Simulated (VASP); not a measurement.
# ZrAs3 (Fm-3m) in VASP: notebook, part 2 of 2

VASP 6.6.1.

**3. Relaxation of cell and atoms, PBE (random cell by space group and Wyckoff sites (Fm-3m, No. 225))**

File INCAR:

```
PREC     = Accurate       # precision mode
ENCUT    = 600            # plane-wave cutoff, eV
EDIFF    = 1E-6           # SCF threshold, eV
ISMEAR   = 0              # smearing method
SIGMA    = 0.1            # smearing width, eV
LREAL    = F              # projectors in reciprocal space
LASPH    = T              # aspherical terms in the spheres
NELM     = 80             # most SCF steps
ALGO     = Fast           # electronic algorithm
ISIF     = 3              # what is computed and relaxed
LWAVE    = F              # write WAVECAR
LCHARG   = F              # write CHGCAR
GGA      = PE             # functional
IBRION   = 2              # ionic algorithm
NSW      = 100            # ionic steps
EDIFFG   = -0.01          # ionic threshold
```

File KPOINTS:

```
Automatic mesh
0
Gamma
  12 12 12
```

File POSCAR:

```
ZrAs3
1.0
    0.0000000000      3.3844938835      3.3844938835
    3.3844938835      0.0000000000      3.3844938835
    3.3844938835      3.3844938835      0.0000000000
Zr As
1 3
Direct
    0.5000000000      0.5000000000      0.5000000000
    0.2500000000      0.2500000000      0.2500000000
    0.7500000000      0.7500000000      0.7500000000
    0.0000000000      0.0000000000      0.0000000000
```

Potentials or basis: VASP PAW PBE potentials, release 64 (Zr_sv, As).

Command:

```sh
$ cat potpaw_PBE.64/Zr_sv/POTCAR potpaw_PBE.64/As/POTCAR > POTCAR
$ mpirun -np 1 vasp_std > vasp.out
```

OUTCAR:

```text
PREC = Accurate
   ENCUT = 600
   EDIFF = 1E-6
   ISMEAR = 0
   LREAL = F
   LASPH = T
   NELM = 80
   ISIF = 3
   GGA = PE
   IBRION = 2
   NSW = 100
   EDIFFG = -0.01

 ion  position               nearest neighbor table
   1  0.500  0.500  0.500-   2 2.93   3 2.93   2 2.93   2 2.93   2 2.93   3 2.93   3 2.93   3 2.93
                             4 3.38   4 3.38   4 3.38   4 3.38   4 3.38   4 3.38
   2  0.250  0.250  0.250-   1 2.93   1 2.93   1 2.93   1 2.93
   3  0.750  0.750  0.750-   1 2.93   1 2.93   1 2.93   1 2.93
   4  0.000  0.000  0.000-   1 3.38   1 3.38   1 3.38   1 3.38   1 3.38   1 3.38

  LATTYP: Found a face centered cubic cell.
 ALAT       =     6.7689877670

  Lattice vectors:

 A1 = (   0.0000000000,   3.3844938835,   3.3844938835)
[... 268 lines left out ...]
  free energy    TOTEN  =       -22.62469778 eV

  energy without entropy =      -22.60050771  energy(sigma->0) =      -22.61260275

 E-fermi :   7.5758     XC(G=0): -10.9787

 val. band max:        7.5711395077   @ k =  -0.2500   0.2500   0.0000
 cond. band min:       7.5771669150   @ k =   0.3333   0.2500   0.0000
 fundamental gap:      0.0060274073
 Fermi energy:         7.5757947378

 k-point     1 :       0.0000    0.0000    0.0000
  band No.  band energies     occupation
      1     -41.7738      2.00000
      2     -19.8001      2.00000
      3     -19.8001      2.00000
      4     -19.8001      2.00000
      5      -6.4902      2.00000
      6      -1.3906      2.00000
[... 457 lines left out ...]
      4     -19.8044      2.00000
      5      -4.6994      2.00000
      6      -3.6561      2.00000
[... 9 lines left out ...]
     16       9.4200      0.00000
     17      10.4166      0.00000

 [... further k-points ...]

------------------------ aborting loop because EDIFF is reached ----------------------------------------

  FORCE on cell =-STRESS in cart. coord.  units (eV):
  Direction    XX          YY          ZZ          XY          YZ          ZX
  --------------------------------------------------------------------------------------
  -------------------------------------------------------------------------------------
  Total       -0.0008194     -0.0008194     -0.0008194      0.0000000      0.0000000     -0.0000000
  in kB       -0.0168565     -0.0168565     -0.0168565      0.0000000      0.0000000     -0.0000000
  external PRESSURE =      -0.0168565 kB  Pullay stress =       0.0000000 kB
[... 19 lines left out ...]
  FREE ENERGIE OF THE ION-ELECTRON SYSTEM (eV)
  ---------------------------------------------------
  free  energy   TOTEN  =       -22.6246977841 eV

  energy  without entropy=      -22.6005077070  energy(sigma->0) =      -22.61260275

 reached required accuracy - stopping structural energy minimisation
```

OSZICAR:

```text
N       E                     dE             d eps       ncg     rms          rms(c)
DAV:   1     0.179730972353E+03    0.17973E+03   -0.14011E+04  2448   0.159E+03
DAV:   2    -0.109885147573E+02   -0.19072E+03   -0.18908E+03  3093   0.336E+02
[... 40 lines left out ...]
RMM:   4    -0.226246972333E+02   -0.76664E-05   -0.47718E-04  3045   0.111E-01    0.179E-02
RMM:   5    -0.226246843860E+02    0.12847E-04   -0.10659E-04  3041   0.633E-02    0.145E-02
RMM:   6    -0.226246897824E+02   -0.53964E-05   -0.42185E-05  3070   0.285E-02    0.119E-02
RMM:   7    -0.226246998154E+02   -0.10033E-04   -0.21267E-05  3179   0.260E-02    0.967E-03
RMM:   8    -0.226246973940E+02    0.24214E-05   -0.12978E-05  2801   0.194E-02    0.167E-03
RMM:   9    -0.226246977841E+02   -0.39012E-06   -0.37519E-06  1992   0.985E-03
   3 F= -.22624698E+02 E0= -.22612603E+02  d E =-.450924E-03
```

It took 3.1 min on 1 thread of Intel Xeon 6975P-C (Granite Rapids), shared host; peak memory 0.33 GiB.

Results:

* Free energy: -22.6247 eV
* Relaxed volume: 19.47 Å³/atom
* Relaxed cell: a = 4.793 Å, b = 4.793 Å, c = 4.793 Å, α = 60.00°, β = 60.00°, γ = 60.00°
* Space group after relaxing (to 0.05 Å): Fm-3m (No. 225)
* Energy gained by relaxing: 0.1 meV/atom
* Ionic steps: 3
* Pressure after relaxing: 0.0 GPa
* Band gap on the k mesh: none (metal or under the smearing width)

Step by step:
```csv
step,energy change (eV),largest force (eV/Å),pressure (GPa),volume (Å³)
1,0.0000,0.0000,0.42,77.54
2,-0.0002,0.0000,-0.27,78.11
3,-0.0005,0.0000,0.00,77.88
```

Final structure:
```
Zr As
1.0
     0.00000    3.38948    3.38948
     3.38948    0.00000    3.38948
     3.38948    3.38948    0.00000
Zr As
1 3
Direct
  0.50000 0.50000 0.50000
  0.25000 0.25000 0.25000
  0.75000 0.75000 0.75000
  0.00000 0.00000 0.00000
```

**4. Single point, PBE (random cell by space group and Wyckoff sites (Fm-3m, No. 225))**

File INCAR:

```
ALGO = Fast
EDIFF = 1E-6
ENCUT = 520
GGA = PE
ISIF = 2
ISMEAR = 0
LASPH = True
LCHARG = False
LREAL = False
LWAVE = False
NBANDS = 22
NELM = 80
PREC = Accurate
SIGMA = 0.1
```

File KPOINTS:

```
k-points
0
Gamma
  4 4 4
```

POSCAR is that of step 3.

Command:

```sh
$ cat potpaw_PBE.64/Zr_sv/POTCAR potpaw_PBE.64/As/POTCAR > POTCAR
$ mpirun -np 1 vasp_std > vasp.out
```

Run time: 11 s. Hardware: 1 thread of Intel Xeon 6975P-C (Granite Rapids), shared host; peak memory 0.2 GiB.

Results (log left out):

```yaml
Free_energy: -22.6277 eV
Pressure: 0.1 GPa
Band_gap_on_the_k_mesh: none (metal or under the smearing width)
```

Levels at points of the mesh, in eV from the Fermi level:
| k point | band 10 | band 11 | band 12 | band 13 | band 14 | band 15 | band 16 | band 17 |
| --- | --- | --- | --- | --- | --- | --- | --- | --- |
| (0.00, 0.00, 0.00) | -4.29 | -2.92 | -2.92 | -2.92 | -0.18 | -0.18 | 1.20 | 1.20 |
| (0.50, 0.00, 0.00) | -3.50 | -2.17 | -2.17 | -0.58 | -0.58 | 0.18 | 1.88 | 2.84 |
| (0.50, 0.50, 0.00) | -3.71 | -0.92 | -0.92 | 0.20 | 0.76 | 1.10 | 1.81 | 2.43 |

Caveat: the k mesh is coarse (spacing up to 0.40 Å⁻¹), so the values aren't converged.

**5. Relaxation of cell and atoms, PBE (random cell by space group and Wyckoff sites (Fm-3m, No. 225))**

File INCAR:

```
SYSTEM = ZrAs3
PREC = Accurate ; ENCUT = 600
EDIFF = 1E-6 ; ISMEAR = 0
SIGMA = 0.1 ; LREAL = .False.
LASPH = .True. ; NELM = 100
ALGO = Normal ; ISIF = 3
LWAVE = .False. ; LCHARG = .False.
GGA = PE ; IBRION = 2
NSW = 90 ; EDIFFG = -0.04
```

File KPOINTS:

```
Automatic mesh
0
Gamma
  4 4 4
  0 0 0
```

File POSCAR:

```
ZrAs3
1.0
    0.0000000000      3.6581828000      3.6581828000
    3.6581828000      0.0000000000      3.6581828000
    3.6581828000      3.6581828000      0.0000000000
Zr As
1 3
Direct
    0.5000000000      0.5000000000      0.5000000000
    0.2500000000      0.2500000000      0.2500000000
    0.7500000000      0.7500000000      0.7500000000
    0.0000000000      0.0000000000      0.0000000000
```

Potentials or basis: VASP PAW PBE potentials, release 64 (Zr_sv, As).

Command:

```sh
$ cat potpaw_PBE.64/Zr_sv/POTCAR potpaw_PBE.64/As/POTCAR > POTCAR
$ mpirun -np 1 vasp_std > vasp.out
```

OUTCAR:

```text
SYSTEM = ZrAs3
   PREC = Accurate
   ENCUT = 600
   EDIFF = 1E-6
   ISMEAR = 0
   LREAL = .False.
   LASPH = .True.
   NELM = 100
   ISIF = 3
   GGA = PE
   IBRION = 2
   NSW = 90
   EDIFFG = -0.04

 ion  position               nearest neighbor table
   1  0.500  0.500  0.500-   2 3.17   2 3.17   2 3.17   2 3.17   3 3.17   3 3.17   3 3.17   3 3.17

   2  0.250  0.250  0.250-   1 3.17   1 3.17   1 3.17   1 3.17
   3  0.750  0.750  0.750-   1 3.17   1 3.17   1 3.17   1 3.17
   4  0.000  0.000  0.000-

  LATTYP: Found a face centered cubic cell.
 ALAT       =     7.3163656000

  Lattice vectors:

 A1 = (   0.0000000000,   3.6581828000,   3.6581828000)
 A2 = (   3.6581828000,   0.0000000000,   3.6581828000)
 A3 = (   3.6581828000,   3.6581828000,   0.0000000000)

Analysis of symmetry for initial positions (statically):
=====================================================================
 Subroutine PRICEL returns:
 Original cell was already a primitive cell.

 Routine SETGRP: Setting up the symmetry group for a
 face centered cubic supercell.

 Subroutine GETGRP returns: Found 48 space group operations
 (whereof 48 operations were pure point group operations)
 out of a pool of 48 trial point group operations.

The static configuration has the point symmetry O_h .

Analysis of symmetry for dynamics (positions and initial velocities):
=====================================================================
[... 135 lines left out ...]
   NGX = 21   NGY = 21   NGZ = 21

--------------------------------------- Ionic step        1  -------------------------------------------

 number of electron      26.9999998 magnetization

 Free energy of the ion-electron system (eV)
  ---------------------------------------------------
  ext. energy  EPLUGINS =         0.00000000
  ---------------------------------------------------
  free energy    TOTEN  =       -21.64181210 eV

  energy without entropy =      -21.61674344  energy(sigma->0) =      -21.62927777

 E-fermi :   5.2427     XC(G=0):  -9.9710

 val. band max:        5.1610242634   @ k =   0.2500   0.2500   0.0000
 cond. band min:       5.2584900408   @ k =  -0.2500   0.2500   0.0000
 fundamental gap:      0.0974657774
 Fermi energy:         5.2426757602

 k-point     1 :       0.0000    0.0000    0.0000
  band No.  band energies     occupation
      1     -44.8731      2.00000
      2     -22.8049      2.00000
      3     -22.8049      2.00000
      4     -22.8049      2.00000
      5      -7.3228      2.00000
      6      -3.8035      2.00000
[... 224 lines left out ...]
--------------------------------------- Ionic step        3  -------------------------------------------

 number of electron      27.0000000 magnetization

 Free energy of the ion-electron system (eV)
  ---------------------------------------------------
  ext. energy  EPLUGINS =         0.00000000
  ---------------------------------------------------
  free energy    TOTEN  =       -22.62891181 eV

  energy without entropy =      -22.59066371  energy(sigma->0) =      -22.60978776

 E-fermi :   7.6207     XC(G=0): -10.9800

 val. band max:        7.5915634228   @ k =   0.2500   0.2500   0.0000
 cond. band min:       7.6803610212   @ k =   0.5000   0.2500   0.0000
 fundamental gap:      0.0887975984
 Fermi energy:         7.6206772050

 k-point     1 :       0.0000    0.0000    0.0000
  band No.  band energies     occupation
      1     -41.7368      2.00000
      2     -19.7640      2.00000
      3     -19.7640      2.00000
      4     -19.7640      2.00000
      5      -6.5037      2.00000
      6      -1.3833      2.00000
[... 180 lines left out ...]
  FREE ENERGIE OF THE ION-ELECTRON SYSTEM (eV)
  ---------------------------------------------------
  free  energy   TOTEN  =       -22.6289118066 eV

  energy  without entropy=      -22.5906637096  energy(sigma->0) =      -22.60978776

 reached required accuracy - stopping structural energy minimisation
```

OSZICAR:

```text
N       E                     dE             d eps       ncg     rms          rms(c)
DAV:   1     0.184105540226E+03    0.18411E+03   -0.13497E+04   272   0.156E+03
DAV:   2    -0.104863818248E+02   -0.19459E+03   -0.19318E+03   344   0.332E+02
DAV:   3    -0.231353122628E+02   -0.12649E+02   -0.12471E+02   507   0.681E+01
[... 29 lines left out ...]
DAV:   5    -0.226242801787E+02   -0.27069E-02   -0.48586E-03   327   0.599E-01    0.476E-01
DAV:   6    -0.226288594807E+02   -0.45793E-02   -0.83449E-03   437   0.519E-01    0.405E-02
DAV:   7    -0.226289081108E+02   -0.48630E-04   -0.19332E-04   337   0.956E-02    0.208E-02
DAV:   8    -0.226289125671E+02   -0.44564E-05   -0.24935E-05   427   0.328E-02    0.801E-03
DAV:   9    -0.226289118066E+02    0.76055E-06   -0.84020E-07   180   0.880E-03
   3 F= -.22628912E+02 E0= -.22609788E+02  d E =-.987100E+00
```

Run time: 34 s. Hardware: 1 thread of Intel Xeon 6975P-C (Granite Rapids), shared host; peak memory 0.26 GiB.

Results:

```yaml
Free_energy: -22.6289 eV
Relaxed_volume: 19.47 Å³/atom
Relaxed_cell: a = 4.793 Å, b = 4.793 Å, c = 4.793 Å, α = 60.00°, β = 60.00°, γ = 60.00°
Space_group_after_relaxing_to_0.05_Å: Fm-3m (No. 225)
Energy_gained_by_relaxing: 246.8 meV/atom
Ionic_steps: 3
Pressure_after_relaxing: -0.3 GPa
Band_gap_on_the_k_mesh: none (metal or under the smearing width)
```

The path:
| step | energy change (eV) | largest force (eV/Å) | pressure (GPa) | volume (Å³) |
| --- | --- | --- | --- | --- |
| 1 | 0.0000 | 0.0000 | -13.01 | 97.91 |
| 2 | -0.8647 | 0.0000 | 7.87 | 72.35 |
| 3 | -0.9871 | 0.0000 | -0.26 | 77.87 |

Final structure:
```
Zr As
1.0
     0.00000    3.38928    3.38928
     3.38928    0.00000    3.38928
     3.38928    3.38928    0.00000
Zr As
1 3
Direct
  0.50000 0.50000 0.50000
  0.25000 0.25000 0.25000
  0.75000 0.75000 0.75000
  0.00000 0.00000 0.00000
```

Caveat: the k mesh is coarse (spacing up to 0.37 Å⁻¹), so the values aren't converged; the volume moved by over 15 % at a fixed basis, so the end points are rough.

**6. The runs side by side**

| task | cell | k mesh | cutoff (eV) | mesh quality | gap on the mesh (eV) | pressure (GPa) | relaxed volume (Å³/atom) |
| --- | --- | --- | --- | --- | --- | --- | --- |
| single point | random cell by space group and Wyckoff sites (Fm-3m, No. 225) | 12 × 12 × 12 | 520 | not flagged | none | 0.1 | - |
| relaxation of cell and atoms | relaxed from: random cell by space group and Wyckoff sites (Fm-3m, No. 225) | 12 × 12 × 12 | 600 | not flagged | none | 0.0 | 19.47 |
| single point | random cell by space group and Wyckoff sites (Fm-3m, No. 225) | 4 × 4 × 4 | 520 | coarse | none | 0.1 | - |
| relaxation of cell and atoms | relaxed from: random cell by space group and Wyckoff sites (Fm-3m, No. 225) | 4 × 4 × 4 | 600 | coarse | none | -0.3 | 19.47 |

Alike in all rows: level PBE; potentials or basis VASP PAW PBE potentials, release 64 (Zr_sv, As); no spin polarisation; smearing gaussian 0.1 eV.

Caveats: some runs use coarse meshes; the volume moved by over 15 % at a fixed basis, so the end points are rough (some runs).

Absolute energies hang on the potentials; compare differences alone.
